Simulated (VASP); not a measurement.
Consider the following.

```xyz
2
Lattice="0.0000 3.2832 3.2832 3.2832 0.0000 3.2832 3.2832 3.2832 0.0000" Properties=species:S:1:pos:R:3 pbc="T T T"
In     6.5663     6.5663     6.5663
Sb     1.6416     1.6416     1.6416
```

The numbers are results of PBE GGA, VASP's PBE PAW potentials (set 64) (plane waves; VASP), not measurements. Numerical set-up: 520 eV cut-off, 10×10×10 Γ-centred mesh, first-order Methfessel-Paxton smearing of 0.10 eV, potentials In_d Sb.

Give the stress tensor in GPa (positive for a compressed cell).

```
1.22  0.00  0.00
0.00  1.22  0.00
0.00  0.00  1.22
```
The pressure is its mean diagonal, 1.22 GPa.

The compound is InSb in the zinc blende structure. This cell is one point of a volume scan, at 0.97 of the reference volume.
